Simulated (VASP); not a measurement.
**A VASP study of C (Diamond) (r2SCAN): structure first, properties next**

Aim: relax C (Diamond) with r2SCAN, compute its properties on that cell and hold them against experiment. The steps: relaxing cell and atoms (r2SCAN), single point with fields (r2SCAN), bands along the symmetry lines (r2SCAN), density of states (r2SCAN), vibrations at Γ (r2SCAN), elastic constants (r2SCAN), optical spectrum (r2SCAN), band structure (HSE06) and bands along the symmetry lines (TB-mBJ). The start is a cell from a database of measured crystal structures.

Calculated with VASP 6.6.1; r2SCAN; plane waves and PAW (C), in the first sound run; inputs show where later runs differ.

**What experiment says.**

For C, diamond (commercial powder sealed under argon, after heating to 1000 K and fast cooling, 300 K), “Electron density and thermal motion of diamond at elevated temperatures” (2023, pmc:9813686) gives, by synchrotron powder X-ray diffraction: lattice constant a (cubic a, 300K data set after heating to 1000 K) 3.56718 ± 3e-06 Å [Measured after heating to 1000 K and fast cooling; wavelength calibrated on LaB6, its …].

“A Diamond Temperature Sensor Based on the Energy Level Shift of Nitrogen-Vacancy Color Centers” (2019, pmc:6915693) reports for C, diamond cubic, by confocal micro-Raman, 532 nm (homoepitaxial MPCVD diamond grown without added nitrogen gas, 300 K): Raman mode (first-order Raman line of diamond (zone-centre optical phonon)) 1332.6 cm⁻¹ [epitaxial CVD layer on HPHT type Ib diamond substrate; measurement temperature not stated …].

“Equation of state of cubic boron nitride at high pressures and temperatures” (2007, arxiv:cond-mat/0702656) quotes from earlier work for C, diamond (literature value): bulk modulus (B0 from Brillouin scattering) 444.8 ± 0.8 GPa [literature value, listed under carbon-12 diamond].

### Step 1. The starting structure

Before any relaxation, the start is as follows. The structure is cubic, space group Fd-3m (No. 227). The conventional cell has a = 3.567 Å, b = 3.567 Å, c = 3.567 Å, α = 90.00°, β = 90.00°, γ = 90.00°. C has 4 C at 1.54 Å nearest.

### Step 2. Relaxing cell and atoms (r2SCAN)

The start need not lie at this functional's minimum. ISIF = 3 frees volume, shape and positions, and EDIFFG sets the threshold on forces and stress at which the search stops. r2SCAN adds the kinetic-energy density, costs more than a GGA and is run with LASPH.

Contents of INCAR:

```
SYSTEM = C
PREC = Accurate
ENCUT = 520
EDIFF = 1E-06
NELM = 100
ISMEAR = 0
SIGMA = 0.05
LREAL = .FALSE.
ALGO = Normal
METAGGA = R2SCAN
LASPH = .TRUE.
NBANDS = 10
LORBIT = 11
LWAVE = .FALSE.
LCHARG = .FALSE.
KPAR = 2
IBRION = 2
NSW = 60
ISIF = 3
EDIFFG = -0.01
```

Contents of POSCAR:

```
C
1.0
    0.0000000000      1.7833700000      1.7833700000
    1.7833700000      0.0000000000      1.7833700000
    1.7833700000      1.7833700000      0.0000000000
C
2
Direct
    0.0000000000      0.0000000000      0.0000000000
    0.2500000000      0.2500000000      0.2500000000
```

Contents of KPOINTS:

```
Automatic mesh
0
Gamma
9 9 9
0 0 0
```

PAW data sets: C (PBE family, release 64).

The run is started by

```sh
> mpirun -np 2 vasp_std
```

Log:

```text
[banner, memory and clock lines left out]
running    2 mpi-ranks, on    1 nodes
 distrk:  each k-point on    1 cores,    2 groups
 distr:  one band on    1 cores,    1 groups

 POSCAR found type information on POSCAR C
 POSCAR found :  1 types and       2 ions
|                                                                             |
|               ----> ADVICE to this user running VASP <----                  |
|                                                                             |
|     You enforced a specific xc type in the INCAR file but a different       |
|     [... a line on the potential file left out ...]
|     I HOPE YOU KNOW WHAT YOU ARE DOING!                                     |
|                                                                             |

 LDA part: xc-table for (None), standard interpolation
 POSCAR, INCAR and KPOINTS ok, starting setup
 FFT: planning ... GRIDC
 FFT: planning ... GRID_SOFT
 FFT: planning ... GRID
 WAVECAR not read
 entering main loop
       N       E                     dE             d eps       ncg     rms          rms(c)
DAV:   1    -0.244105077680E+01   -0.24411E+01   -0.50353E+03   718   0.811E+02
DAV:   2    -0.215899501135E+02   -0.19149E+02   -0.18622E+02   982   0.126E+02
DAV:   3    -0.219445483009E+02   -0.35460E+00   -0.35402E+00   816   0.139E+01
DAV:   4    -0.219451838874E+02   -0.63559E-03   -0.63556E-03   764   0.710E-01
DAV:   5    -0.219451846540E+02   -0.76654E-06   -0.76659E-06   794   0.235E-02    0.513E+00
DAV:   6    -0.197526572709E+02    0.21925E+01   -0.26383E-01   768   0.403E+00    0.384E+00
DAV:   7    -0.196557590441E+02    0.96898E-01   -0.25808E-01   740   0.391E+00    0.759E-01
DAV:   8    -0.196566477926E+02   -0.88875E-03   -0.36433E-03   782   0.567E-01    0.398E-01
DAV:   9    -0.196570049868E+02   -0.35719E-03   -0.15442E-04   760   0.155E-01    0.125E-02
DAV:  10    -0.196570052788E+02   -0.29196E-06   -0.28297E-06   828   0.147E-02
   1 F= -.19657005E+02 E0= -.19657005E+02  d E =-.196570E+02
 curvature:   0.00 expect dE= 0.000E+00 dE for cont linesearch  0.000E+00
 trial: gam= 0.00000 g(F)=  0.363E-48 g(S)=  0.596E-03 ort = 0.000E+00 (trialstep = 0.100E+01)
 search vector abs. value=  0.596E-03
 bond charge predicted
       N       E                     dE             d eps       ncg     rms          rms(c)
DAV:   1    -0.196568740501E+02    0.13094E-03   -0.10868E-02   752   0.923E-01    0.837E-02
DAV:   2    -0.196569671131E+02   -0.93063E-04   -0.21086E-04   728   0.133E-01    0.551E-02
DAV:   3    -0.196569455772E+02    0.21536E-04   -0.44132E-05   736   0.518E-02    0.587E-03
DAV:   4    -0.196569463507E+02   -0.77353E-06   -0.70846E-07   580   0.851E-03
   2 F= -.19656946E+02 E0= -.19656946E+02  d E =0.589281E-04
 trial-energy change:    0.000059  1 .order    0.000078   -0.000596    0.000751
 step:   0.4632(harm=  0.4422)  dis= 0.00000  next Energy=   -19.657145 (dE=-0.140E-03)
 bond charge predicted
       N       E                     dE             d eps       ncg     rms          rms(c)
DAV:   1    -0.196571298641E+02   -0.18429E-03   -0.30767E-03   752   0.490E-01    0.448E-02
DAV:   2    -0.196571573192E+02   -0.27455E-04   -0.60747E-05   722   0.711E-02    0.294E-02
DAV:   3    -0.196571483049E+02    0.90143E-05   -0.12553E-05   738   0.276E-02    0.315E-03
DAV:   4    -0.196571480556E+02    0.24932E-06   -0.20337E-07   398   0.457E-03
   3 F= -.19657148E+02 E0= -.19657148E+02  d E =-.142777E-03
 curvature:  -0.22 expect dE=-0.328E-07 dE for cont linesearch -0.328E-07
 trial: gam= 0.00000 g(F)=  0.541E-47 g(S)=  0.149E-06 ort =-0.941E-05 (trialstep = 0.893E+00)
 search vector abs. value=  0.149E-06
 reached required accuracy - stopping structural energy minimisation
```

The job ended after 17 s (2 MPI ranks of Intel Xeon Platinum 8259CL at 2.50GHz (Skylake/Cascade Lake), shared host; peak memory 0.23 GiB; 31 s of CPU time).

Lines that name or quote the potential files are left out of all logs, and their timing lines are given in words.

From OUTCAR (step 2):

```text
ion  position               nearest neighbor table
   1  0.000  0.000  0.000-   2 1.54   2 1.54   2 1.54   2 1.54
   2  0.250  0.250  0.250-   1 1.54   1 1.54   1 1.54   1 1.54

  LATTYP: Found a face centered cubic cell.
 ALAT       =     3.5667400000

 Subroutine GETGRP returns: Found 48 space group operations
 (whereof 24 operations were pure point group operations)

The static configuration has the point symmetry T_d .
 The point group associated with its full space group is O_h .

 Found     35 irreducible k-points:

   k-points           NKPTS =     35   k-points in BZ     NKDIM =     35   number of bands    NBANDS=     10

   dimension x,y,z NGX =    20 NGY =   20 NGZ =   20
   dimension x,y,z NGXF=    40 NGYF=   40 NGZF=   40

   ENCUT  =  520.0 eV  38.22 Ry    6.18 a.u.   4.69  4.69  4.69*2*pi/ulx,y,z

   NELECT =       8.0000    total number of electrons

 k-points in reciprocal lattice and weights: Automatic mesh
   0.00000000  0.00000000  0.00000000       0.001
   0.11111111  0.00000000  0.00000000       0.011
   0.22222222  0.00000000  0.00000000       0.011
   0.33333333  0.00000000  0.00000000       0.011
   0.44444444  0.00000000  0.00000000       0.011
   0.11111111  0.11111111  0.00000000       0.008
   0.22222222  0.11111111  0.00000000       0.033
   0.33333333  0.11111111  0.00000000       0.033
   0.44444444  0.11111111  0.00000000       0.033
[...]
-0.33333333  0.44444444  0.11111111       0.033
  -0.33333333  0.44444444  0.22222222       0.033

 average (electrostatic) potential at core
       1 -47.4013       2 -47.4013

 E-fermi :  10.0791

 k-point     1 :       0.0000    0.0000    0.0000
  band No.  band energies     occupation
      1     -12.9803      2.00000
      2       9.7574      2.00000
      3       9.7574      2.00000
      4       9.7574      2.00000
      5      15.6012      0.00000
      6      15.6012      0.00000
      7      15.6012      0.00000
      8      23.6485      0.00000
      9      30.1927      0.00000
    ...

 k-point     2 :       0.1111    0.0000    0.0000
  band No.  band energies     occupation
      1     -12.6226      2.00000
      2       7.6141      2.00000
      3       9.1833      2.00000
      4       9.1833      2.00000
      5      16.3567      0.00000
      6      16.3567      0.00000
      7      16.7792      0.00000
      8      24.0057      0.00000
      9      30.7686      0.00000
    ...

 k-point     3 :       0.2222    0.0000    0.0000
  band No.  band energies     occupation
      1     -11.5587      2.00000
      2       3.7426      2.00000
      3       8.1373      2.00000
      4       8.1373      2.00000
      5      17.6824      0.00000
      6      17.6824      0.00000
      7      18.0650      0.00000
      8      24.9604      0.00000
      9      31.5988      0.00000
    ...

  Total        0.0014331      0.0014331      0.0014331     -0.0000000      0.0000000     -0.0000000
  in kB        0.2030323      0.2030323      0.2030323     -0.0000000      0.0000000     -0.0000000
  external PRESSURE =       0.2030323 kB  Pullay stress =       0.0000000 kB

  energy-cutoff  :      520.00
  volume of cell :       11.31
      direct lattice vectors                 reciprocal lattice vectors
     0.000000000  1.781562129  1.781562129    -0.280652576  0.280652576  0.280652576
     1.781562129 -0.000000000  1.781562129     0.280652576 -0.280652576  0.280652576
     1.781562129  1.781562129  0.000000000     0.280652576  0.280652576 -0.280652576

 POSITION                                       TOTAL-FORCE (eV/Angst)
 -----------------------------------------------------------------------------------
      0.00000      0.00000      0.00000        -0.000000      0.000000      0.000000
      0.89078      0.89078      0.89078         0.000000     -0.000000     -0.000000
 -----------------------------------------------------------------------------------
    total drift:                                0.000000      0.000000      0.000000

  FREE ENERGIE OF THE ION-ELECTRON SYSTEM (eV)
  ---------------------------------------------------
  free  energy   TOTEN  =       -19.6571480556 eV

  energy  without entropy=      -19.6571480556  energy(sigma->0) =      -19.65714806

 reached required accuracy - stopping structural energy minimisation

 total charge
# of ion       s       p       d       tot
------------------------------------------
    1        0.846   1.741   0.000   2.587
    2        0.846   1.741   0.000   2.587
--------------------------------------------------
tot          1.692   3.482   0.000   5.174

[... 3 further parts left out ...]
```

CONTCAR:

```
C
   1.00000000000000
     0.0000000000000000    1.7815621285122536    1.7815621285122536
     1.7815621285122536   -0.0000000000000000    1.7815621285122536
     1.7815621285122536    1.7815621285122536    0.0000000000000000
  C
     2
Direct
     0.0000000000000000    0.0000000000000000    0.0000000000000000
     0.2500000000000000    0.2500000000000000    0.2500000000000000
```

The gap is read on the k-mesh alone, so it is an upper bound where the band edges lie off the mesh. The PAW data sets were made with PBE, which is usual practice but a small mismatch for other functionals. The run keeps the 48 symmetry operations of its start, so it cannot find a distortion of lower symmetry.

The steps of the relaxation:

```
step  energy less that of the first step (eV)  largest force (eV/Å)  pressure (GPa)  volume (Å³)
   1                                   0.0000                0.0000           -1.28        11.34
   2                                   0.0001                0.0000            1.63        11.27
   3                                  -0.0001                0.0000            0.02        11.31
```

```
conventional cell, symmetrised  before  after  change
                         a (Å)   3.567  3.563  -0.1 %
                         b (Å)   3.567  3.563  -0.1 %
                         c (Å)   3.567  3.563  -0.1 %
              volume (Å³/atom)    5.67   5.65  -0.3 %
```

Final coordinates:

```
C
1.0
     0.00000    1.78156    1.78156
     1.78156    0.00000    1.78156
     1.78156    1.78156    0.00000
C
2
Direct
  0.00000 0.00000 0.00000
  0.25000 0.25000 0.25000
```

This step gave:

```
electrons                       : 8
bands                           : 10
irreducible k-points            : 35
symmetry operations             : 48
free energy (TOTEN)             : -19.66 eV
Fermi energy                    : 10.08 eV
pressure                        : 0.02030 GPa
metallic                        : no
valence top at k                : 0, 0, 0
conduction bottom at k          : 0.3333, 0.3333, 0
least direct gap at k           : 0, 0, 0
SCF cycles over all ionic steps : 18
gap on the k-mesh               : 4.349 eV
least direct gap on the k-mesh  : 5.844 eV
```

It ends with forces that vanish by symmetry and a pressure of 0.02 GPa. The volume lies -0.3 % from that of the database's start, which holds the thermal and zero-point expansion of its experiment.

(Continued in part 2 of 6.)

[Lines on the potential files, build, host, timing and source positions are cut from VASP's logs without a mark.]

[Logs are printed without paths, hosts, clocks, repeated set-up lines and the standing remarks that a program may print on its own settings, such as how far it seeks lower states.]

[Hosts, paths, dates, database ids (printed as entryN), source tags and the programs' standing remarks are cut or masked in the printed files.]

[Measured values are set beside computed ones only where the two were judged alike; some that the calculation misses by far are left out.]

[In band tables of VASP the shares of atoms and orbitals are scaled to a sum of 1 inside the atoms' spheres.]
